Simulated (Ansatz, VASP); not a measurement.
**Two plane-wave programs on AlHg**

```
Al Hg
1.0
     0.00000    2.88005    2.88005
     2.88005    0.00000    2.88005
     2.88005    2.88005    0.00000
Al Hg
1 1
Direct
  0.00000 0.00000 0.00000
  0.75000 0.75000 0.75000
```

Change from the starting cell: species swapped into the InAs type (F-43m, No. 216).

Alike in both runs: task single point; functional PBE; k mesh 6 × 6 × 6; occupations gaussian, width 0.1 eV; no spin polarisation.

```csv
,VASP,Ansatz
version,VASP 6.6.1,Ansatz 0.2.0
potentials or method,"VASP PAW PBE potentials, release 64 (Al, Hg)","scalar-relativistic, plane waves, PAW"
plane-wave cutoff (eV),520,420
valence electrons in the cell,15,23
```

|  | VASP | Ansatz | Ansatz less VASP |
| --- | --- | --- | --- |
| gap on the k mesh at the Fermi level (eV) | none | none | - |
| pressure (GPa) | 10.5 | 10.4 | -0.09 |

A gap of «none» marks a metal or a gap that the smearing closes. The functional is the same, so the differences come from potentials, cutoffs and numerics. The two sets of potentials don't hold the same shells in valence.

The runs have no spin-orbit coupling, so splittings on Hg are missing.
